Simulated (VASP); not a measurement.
Data:

```yaml
crystal:
  lattice:
    - [0.00000, 2.68256, 2.68256]
    - [2.68256, 0.00000, 2.68256]
    - [2.68256, 2.68256, 0.00000]
  atoms:
    - { symbol: Si, position: [0.00000, 0.00000, 0.00000] }
    - { symbol: Si, position: [0.25000, 0.25000, 0.25000] }
```

Computed with PBE GGA with D3 dispersion (Becke-Johnson damping), VASP's PBE PAW potentials (set 64) (plane waves; VASP). Numerical set-up: 520 eV cut-off, 8×8×8 Γ-centred mesh, Gaussian smearing of 0.050 eV, potentials Si.

Problem. Estimate the energy per atom (σ→0), pressure.

Solution. 
| Item | Value |
|---|---|
| energy per atom (σ→0) | -5.729 eV/atom |
| pressure | 3.03 GPa |

The absolute energy has meaning only against runs of the same code, potentials and settings.

The compound is Si in the diamond structure. This cell is one point of a volume scan, at 0.97 of the reference volume.
